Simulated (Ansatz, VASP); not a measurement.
# One calculation of CsZnH3, two programs

The input INCAR:

```
SYSTEM = CsZnH3
PREC = Accurate
ENCUT = 520
EDIFF = 1E-7
ISMEAR = 0
SIGMA = 0.1
LREAL = .FALSE.
LASPH = .TRUE.
NELM = 100
ALGO = Fast
ISIF = 2
LWAVE = .FALSE.
LCHARG = .FALSE.
GGA = PE
NBANDS = 20
```

Contents of KPOINTS:

```
Automatic mesh
0
G
  4 4 4
  0 0 0
```

The input POSCAR:

```
CsZnH3
1.0
    4.6028727600      0.0000000000      0.0000000000
    0.0000000000      4.6028727600      0.0000000000
    0.0000000000      0.0000000000      4.6028727600
Cs Zn H
1 1 3
Direct
    0.5000000000      0.5000000000      0.5000000000
    0.0000000000      0.0000000000      0.0000000000
    0.5000000000      0.0000000000      0.0000000000
    0.0000000000      0.5000000000      0.0000000000
    0.0000000000      0.0000000000      0.5000000000
```

Input for Ansatz:

```yaml
crystal:
  lattice:
    - [4.60287276, 0.0, 0.0]
    - [0.0, 4.60287276, 0.0]
    - [0.0, 0.0, 4.60287276]
  atoms:
    - { symbol: Cs, position: [0.5, 0.5, 0.5] }
    - { symbol: Zn, position: [0.0, 0.0, 0.0] }
    - { symbol: H, position: [0.5, 0.0, 0.0] }
    - { symbol: H, position: [0.0, 0.5, 0.0] }
    - { symbol: H, position: [0.0, 0.0, 0.5] }
basis:
  ecutwfc: 420
kpoints:
  mp_grid: { grid: [4, 4, 4] }
hamiltonian:
  xc: pbe
scf:
  occupations: { method: gaussian, width: 0.1 }
  lower_state_search: "off"
output:
  forces: true
  stress: true
  eigenvalues: true
```

Alike in both runs: task single point; functional PBE; k mesh 4 × 4 × 4; occupations gaussian, width 0.1 eV; no spin polarisation.

|  | VASP | Ansatz |
| --- | --- | --- |
| version | VASP 6.6.1 | Ansatz 0.2.0 |
| potentials or method | VASP PAW PBE potentials, release 64 (Cs_sv, Zn, H) | scalar-relativistic, plane waves, PAW |
| plane-wave cutoff (eV) | 520 | 420 |
| valence electrons in the cell | 24 | 24 |

|  | VASP | Ansatz | Ansatz less VASP |
| --- | --- | --- | --- |
| gap on the k mesh at the Fermi level (eV) | none | none | - |
| pressure (GPa) | -6.4 | -6.4 | 0.00 |

A gap of «none» marks a metal or a gap that the smearing closes.

Spin-orbit coupling is left out, which matters for the levels of Cs.
